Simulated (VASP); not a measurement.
A convergence study with VASP on NaF (rock salt): one setting is varied, all else stays as given below, so the limit is that of these other settings.

```
CELL_PARAMETERS angstrom
      0.00000     2.31500     2.31500
      2.31500     0.00000     2.31500
      2.31500     2.31500     0.00000
ATOMIC_POSITIONS crystal
  Na 0.00000 0.00000 0.00000
  F  0.50000 0.50000 0.50000
```

Computed with PBE GGA, VASP's PBE PAW potentials (set 64) (plane waves; VASP 6.6.1). The tightest run used: 700 eV cut-off, 15×15×15 Monkhorst-Pack mesh, Gaussian smearing of 0.050 eV, potentials Na_pv F.

Task: The settings run are 1×1×1 mesh; 2×2×2 mesh; 3×3×3 mesh; 4×4×4 mesh; 5×5×5 mesh; 6×6×6 mesh; 7×7×7 mesh; 8×8×8 mesh; 9×9×9 mesh; 10×10×10 mesh; 11×11×11 mesh; 12×12×12 mesh; 13×13×13 mesh; 14×14×14 mesh; 15×15×15 mesh. From which on does the energy per atom stay within 0.005 eV/atom of the tightest run?

Result: From 2×2×2 mesh on: it is off by 0.0012 there and by no more than 0.005 in any finer run, while 1×1×1 mesh is off by 2.0613.
```
setting        E (eV/atom)  pressure (GPa)  irreducible k-points  difference judged (eV/atom)
-------------  -----------  --------------  --------------------  ---------------------------
1×1×1 mesh         -2.2211           36.95                     1                       2.0613
2×2×2 mesh         -4.2836            1.99                     2                       0.0012
3×3×3 mesh         -4.2793            2.06                     4                       0.0031
4×4×4 mesh         -4.2824            2.01                    10                       0.0000
5×5×5 mesh         -4.2824            2.01                    10                       0.0000
6×6×6 mesh         -4.2824            2.01                    28                       0.0000
7×7×7 mesh         -4.2824            2.01                    20                       0.0000
8×8×8 mesh         -4.2824            2.01                    60                       0.0000
9×9×9 mesh         -4.2824            2.01                    35                       0.0000
10×10×10 mesh      -4.2824            2.01                   110                       0.0000
11×11×11 mesh      -4.2824            2.01                    56                       0.0000
12×12×12 mesh      -4.2824            2.01                   182                       0.0000
13×13×13 mesh      -4.2824            2.01                    84                       0.0000
14×14×14 mesh      -4.2824            2.01                   280                       0.0000
15×15×15 mesh      -4.2824            2.01                   120                       0.0000
```

Left out are rungs that failed or repeat a setting and relaxations that didn't move; long series are thinned to 24 rows.

The compound is NaF in the rock salt structure. The cell was not relaxed at this level.
